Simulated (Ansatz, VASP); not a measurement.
# Cross-check of PtSe2 between VASP and Ansatz, part 2 of 2

Aim: how closely do two programs agree when they are given the same cell, functional and k mesh? The structure shown is the start of the Ansatz relaxation below; VASP solves that cell, so the two are compared at the walk's first step.

VASP 6.6.1 and Ansatz 0.2.0.

So far. Step 3 (VASP: single point, PBE, start cell, pair 1): The run ends at a pressure of -0.19 GPa, with forces up to 0.12 eV/Å.

## 6. VASP: single point, PBE, start cell, pair 2

Level of this step: PBE; plane waves and PAW (Pt, Se) (VASP).

The same cell, functional, mesh and smearing now go to VASP, with its own data sets.

File INCAR:

```
SYSTEM = PtSe2
PREC = Accurate
ENCUT = 400
EDIFF = 1E-06
NELM = 120
ISMEAR = 1
SIGMA = 0.2
LREAL = .FALSE.
ALGO = Normal
GGA = PE
NBANDS = 17
LASPH = .TRUE.
LORBIT = 11
LWAVE = .FALSE.
LCHARG = .FALSE.
ISIF = 2
LDIPOL = .TRUE.
IDIPOL = 3
DIPOL = 0.5 0.5 0.328
LVHAR = .TRUE.
GGA_COMPAT = .FALSE.
NELMDL = -8
KPAR = 2
```

File POSCAR:

```
PtSe2
1.0
    3.7083653215      0.0000000000      0.0000000000
   -1.8541826607      3.1485672303      0.0000000000
    0.0000000000      0.0000000000     30.4600000000
Pt Se
1 2
Direct
    0.3314491715      0.6628983431      0.3282994091
    0.6676087760      0.3352175522      0.3763092909
    0.6676087760      0.3352175522      0.2802895272
```

File KPOINTS:

```
Automatic mesh
0
Gamma
15 15 1
0 0 0
```

Potentials, in the order of the species: Pt and Se (PBE family, release 64).

Run with:

```
> mpirun -np 2 vasp_std
```

Numbers of over 12 decimals in the logs are rounded to 6 here.

Output:

```text
[... set-up lines as in an earlier step ...]
 entering main loop
       N       E                     dE             d eps       ncg     rms          rms(c)
DAV:   1     0.160318978934E+03    0.16032E+03   -0.59851E+03  2184   0.736E+02
DAV:   2     0.495537466450E+01   -0.15536E+03   -0.14778E+03  3631   0.148E+02
DAV:   3    -0.131582680945E+02   -0.18114E+02   -0.17927E+02  2645   0.645E+01
DAV:   4    -0.134848830364E+02   -0.32661E+00   -0.32496E+00  2890   0.101E+01
[...]
DAV:  20    -0.129266237086E+02   -0.12773E-04   -0.68564E-07  1986   0.313E-03    0.134E-03
DAV:  21    -0.129266286611E+02   -0.49525E-05   -0.25026E-07  2248   0.234E-03    0.112E-03
DAV:  22    -0.129266296052E+02   -0.94409E-06   -0.18806E-08  2431   0.622E-04
   1 F= -.12926630E+02 E0= -.12926177E+02  d E =-.135645E-02
```

From OUTCAR (step 6):

```text
  Total       -0.8847059     -0.4057844     -0.3598869     -0.0000000      0.0000000      0.0000000
  in kB       -3.9855119     -1.8280185     -1.6212548     -0.0000000      0.0000000      0.0000000
  external PRESSURE =      -2.4782617 kB  Pullay stress =       0.0000000 kB

 POSITION                                       TOTAL-FORCE (eV/Angst)
 -----------------------------------------------------------------------------------
     -0.00000      2.08718     10.00000        -0.000000     -0.054895     -0.000000
      1.85418      1.05545     11.46238         0.000000      0.027447     -0.113991
      1.85418      1.05545      8.53762         0.000000      0.027447      0.113991
 -----------------------------------------------------------------------------------
    total drift:                                0.000001      0.000351      0.000044

  FREE ENERGIE OF THE ION-ELECTRON SYSTEM (eV)
  ---------------------------------------------------
  free  energy   TOTEN  =       -12.9266296052 eV

  energy  without entropy=      -12.9252731550  energy(sigma->0) =      -12.92617746

[... 1 part as in an earlier step ...]

[... 2 further parts left out ...]
[key lines of the parts left out:]
E-fermi :  -2.8226
```

The run ends at a pressure of -0.25 GPa, with forces up to 0.12 eV/Å.

## 7. Side by side

What differs besides the data sets and the points named for the pairs above, as far as they apply: the data sets hold 50 valence electrons in Ansatz (on its PAW soft_1 files) and 22 in VASP. Total energies have different zeros and are not compared.

Forces (eV/Å; atoms numbered as in POSCAR):

```csv
atom,"Ansatz x, y, z","VASP x, y, z"
Pt1,"0.000, -0.055, 0.000","0.000, -0.055, 0.000"
Se2,"0.000, 0.028, -0.115","0.000, 0.027, -0.114"
Se3,"0.000, 0.028, 0.115","0.000, 0.027, 0.114"
```

The forces differ by 0.4 meV/Å r.m.s., which is 0.6 % of the r.m.s. force of 0.058 eV/Å (both taken over all components). Where the cell holds vacuum, a pressure given here is an average over it and none of the material.

## 8. Ansatz: relaxation, PBE

The two programs are compared at the cell with which this relaxation starts, whose forces are those of its first step.

The structure compared here is the start of the Ansatz relaxation; VASP solves that cell, so the two are compared at the walk's first step.

File input.yaml:

```yaml
crystal:
  lattice:
    - [3.6356522759, 0.0, 0.0]
    - [-1.817826138, 3.2115385749, 0.0]
    - [0.0, 0.0, 30.46]
  atoms:
    - { symbol: Pt, position: [0.3352145918, 0.6704291836, 0.3282994091] }
    - { symbol: Se, position: [0.6657260374, 0.3314520748, 0.376309319] }
    - { symbol: Se, position: [0.6657260374, 0.3314520748, 0.2802894991] }
  periodic: [true, true, false]
kpoints:
  mp_grid: { grid: [15, 15, 1] }
hamiltonian:
  xc: pbe
  pseudopotentials: { kind: paw, azcp: { folder: soft_1 } }
scf:
  occupations: { method: methfessel_paxton, width: 0.2 }
output:
  forces: true
  stress: true
  eigenvalues: true
relax:
  adjacent_minimum: "off"
  f_tol: 0.001
  max_steps: 60
```

Run with:

```
> ansatz run input.yaml --threads 4 --pin off --max-ram 16384MiB --backend cpu --events-out ev --progress --plain --runs-dir out
```

Output:

```text
[...]
Crystal: 3 atoms, lattice volume = 355.652 Å³
Basis set: ecut = 420 eV, 6937 PW (Γ), exchange–correlation on 50×50×432 points (8 copies of the dense FFT grid, shifted against one another)
Bands: 30, of which v1, the nominal top of the filled ones, is band 25 counted from 1 (24 counted from 0)
Symmetry: 4 space group operations
[...]
F+E_penalty+E_count = -23462.70217933 eV   max|allowed force component| = 4.042e-4 eV/Å
  cell:  # Å, volume = 355.6521 Å³
    - [3.6356522759, 2.830147992030039e-11, 0.0]
    - [-1.817826137975, 3.211539, 0.0]
    - [0.0, 0.0, 30.46]
  atoms:
    - { symbol: Pt, position: [0.337220, 0.674441, 0.328299] }
    - { symbol: Se, position: [0.664723, 0.329446, 0.375941] }
    - { symbol: Se, position: [0.664723, 0.329446, 0.280658] }
[key lines of the parts left out:]
SCF converged after 4 iterations
Free energy (F): -23462.702179 eV
Fermi energy:    -4.690815 eV
P = ½ c Tr σ = -0.5049 N/m
```

## 9. VASP: single point, PBE, start cell, pair 3

The same cell, functional, mesh and smearing now go to VASP, with its own data sets.

INCAR is that of step 6.

File POSCAR:

```
PtSe2
1.0
    3.6356522759      0.0000000000      0.0000000000
   -1.8178261380      3.2115385749      0.0000000000
    0.0000000000      0.0000000000     30.4600000000
Pt Se
1 2
Direct
    0.3352145630      0.6704291260      0.3282994091
    0.6657260181      0.3314520362      0.3763093238
    0.6657260181      0.3314520362      0.2802894945
```

KPOINTS is that of step 6.

Run with:

```
> mpirun -np 2 vasp_std
```

Output:

```text
[... set-up lines as in an earlier step ...]
 entering main loop
       N       E                     dE             d eps       ncg     rms          rms(c)
DAV:   1     0.160061770530E+03    0.16006E+03   -0.59615E+03  2176   0.735E+02
DAV:   2     0.494591227147E+01   -0.15512E+03   -0.14733E+03  3613   0.147E+02
DAV:   3    -0.131773197027E+02   -0.18123E+02   -0.17911E+02  2743   0.646E+01
DAV:   4    -0.134850504198E+02   -0.30773E+00   -0.30608E+00  2847   0.986E+00
[...]
DAV:  20    -0.129267178989E+02   -0.12691E-04   -0.68056E-07  1967   0.313E-03    0.134E-03
DAV:  21    -0.129267228628E+02   -0.49639E-05   -0.24795E-07  2230   0.233E-03    0.111E-03
DAV:  22    -0.129267238273E+02   -0.96449E-06   -0.19471E-08  2411   0.630E-04
   1 F= -.12926724E+02 E0= -.12926222E+02  d E =-.150509E-02
```

From OUTCAR (step 9):

```text
  Total       -0.4174479     -0.8722402     -0.3605548      0.0000000      0.0000000      0.0000000
  in kB       -1.8805612     -3.9293553     -1.6242634      0.0000000      0.0000000      0.0000000
  external PRESSURE =      -2.4780600 kB  Pullay stress =       0.0000000 kB

 POSITION                                       TOTAL-FORCE (eV/Angst)
 -----------------------------------------------------------------------------------
     -0.00000      2.15311     10.00000        -0.000000      0.059116      0.000000
      1.81783      1.06447     11.46238         0.000000     -0.029558     -0.114277
      1.81783      1.06447      8.53762         0.000000     -0.029558      0.114277
 -----------------------------------------------------------------------------------
    total drift:                                0.000000     -0.000215      0.000034

  FREE ENERGIE OF THE ION-ELECTRON SYSTEM (eV)
  ---------------------------------------------------
  free  energy   TOTEN  =       -12.9267238273 eV

  energy  without entropy=      -12.9252187380  energy(sigma->0) =      -12.92622213

[... 1 part as in an earlier step ...]

[... 2 further parts left out ...]
[key lines of the parts left out:]
E-fermi :  -2.8226
```

The run ends at a pressure of -0.25 GPa, with forces up to 0.12 eV/Å.

## 10. Differences

What differs besides the data sets and the points named for the pairs above, as far as they apply: the data sets hold 50 valence electrons in Ansatz (on its PAW soft_1 files) and 22 in VASP. Total energies have different zeros and are not compared.

Forces (eV/Å; atoms numbered as in POSCAR):

```csv
atom,"Ansatz x, y, z","VASP x, y, z"
Pt1,"0.000, 0.059, 0.000","0.000, 0.059, 0.000"
Se2,"0.000, -0.030, -0.115","0.000, -0.030, -0.114"
Se3,"0.000, -0.030, 0.115","0.000, -0.030, 0.114"
```

The forces differ by 0.3 meV/Å r.m.s., which is 0.6 % of the r.m.s. force of 0.059 eV/Å (both taken over all components). Where the cell holds vacuum, a pressure given here is an average over it and none of the material.

## 11. Summary of results

```yaml
r_m_s_force_difference_single_point_pbe_start_cell_pair_1: 0.47 meV/Å
r_m_s_force_difference_single_point_pbe_start_cell_pair_2: 0.37 meV/Å
r_m_s_force_difference_single_point_pbe_start_cell_pair_3: 0.35 meV/Å
```

The r.m.s. force difference is 0.47 meV/Å (single point, PBE, start cell, pair 1), within the 12 meV/Å picked in this series as the mark of a large difference. The data sets hold unlike numbers of valence electrons (50 in Ansatz and 22 in VASP), so part of the differences may come from the potentials. 5 further pairs of this series are not shown here. Such differences can come from data sets, numerical settings and the points named under the comparisons, not from the functional's error against experiment.

[Lines on the potential files, build, host, timing and source positions are cut from VASP's logs without a mark.]

[Logs are printed without paths, hosts, clocks, repeated set-up lines and the standing remarks that a program may print on its own settings, such as how far it seeks lower states.]

[Hosts, paths, dates, database ids (printed as entryN), source tags and the programs' standing remarks are cut or masked in the printed files.]
